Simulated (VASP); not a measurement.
Here is the system:

```xyz
8
Lattice="5.8462 0.0000 0.0000 0.0000 5.8462 0.0000 0.0000 0.0000 5.8462" Properties=species:S:1:pos:R:3 pbc="T T T"
Cd     0.0000     0.0000     0.0000
Te     1.5707     1.5707     1.5707
Te     4.2755     4.2755     1.5707
Te     4.2755     1.5707     4.2755
Te     1.5707     4.2755     4.2755
Be     2.9231     2.9231     0.0000
Be     2.9231     0.0000     2.9231
Be     0.0000     2.9231     2.9231
```

Calculation: PBEsol GGA, VASP's PBE PAW potentials (set 64) (plane waves; VASP). Settings: 400 eV cut-off, 4×4×4 Γ-centred mesh, tetrahedra with Blöchl corrections, potentials Cd Te Be.

The cores are frozen, which limits the accuracy of field gradients.

Q: Give the principal components of the electric field gradient (V/Å²) and the asymmetry η at each nucleus.

A: 
```tsv
atom	Vxx	Vyy	Vzz	η
Cd1	0.0	0.0	0.0	-
Te2	27.5	27.5	-55.0	0.00
Te3	27.5	27.5	-55.0	0.00
Te4	27.5	27.5	-55.0	0.00
Te5	27.5	27.5	-55.0	0.00
Be6	0.6	0.6	-1.3	0.00
Be7	0.6	0.6	-1.3	0.00
Be8	0.6	0.6	-1.3	0.00
```

The structure was generated: Be3CdTe4 was put into an ordered model structure (P-43m), which need not be its known phase. It was relaxed first.
